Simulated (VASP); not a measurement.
Consider the following.

```
BaS
1.0
    0.00000     3.28372     3.28372
    3.28372     0.00000     3.28372
    3.28372     3.28372     0.00000
Ba S
1 1
Direct
  0.00000   0.00000   0.00000
  0.50000   0.50000   0.50000
```

Level of theory: revTPSS meta-GGA, VASP's PBE PAW potentials (set 64) (plane waves; VASP). Run with 520 eV cut-off, 7×7×7 Γ-centred mesh, Gaussian smearing of 0.050 eV, potentials Ba_sv S.

Question: What does the run give for the energy per atom (σ→0), pressure?

Answer: 
```
Item                           Value
---------------------  -------------
energy per atom (σ→0)  5.437 eV/atom
pressure                   -2.17 GPa
```

Total energies compare only between runs with the same potentials, cut-off and functional.

The compound is BaS in the rock salt structure. This cell is one point of a volume scan, at 1.06 of the reference volume.
